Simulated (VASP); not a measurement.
Here is the system:

```
Hf
1.0
    0.00000     2.18247     2.18247
    2.18247     0.00000     2.18247
    2.18247     2.18247     0.00000
Hf
1
Direct
  0.00000   0.00000   0.00000
```

Computed with LDA (Ceperley-Alder, Perdew-Zunger), VASP's LDA PAW potentials (set 64) (plane waves; VASP 6.6.1). Run with 400 eV cut-off, 13×13×13 Γ-centred mesh, first-order Methfessel-Paxton smearing of 0.10 eV, potentials Hf_pv.

Unless said otherwise, spin-orbit coupling is left out, though it shifts the bands of the heavy elements here.

Q: Estimate the energy per atom (σ→0), band gap (on the k-mesh) with the smallest direct gap where there is one.

A: 
```yaml
band gap (on the k-mesh): none (metal, semimetal or under 0.01 eV)
energy per atom (σ→0): -10.628 eV/atom
```

Total energies compare only between runs with the same potentials, cut-off and functional.

The structure comes from a computed database's Hf entry (Fm-3m); how it stands against other phases isn't given here. It was relaxed first, which changed the volume by -7 %. The start is the result of an earlier pass.
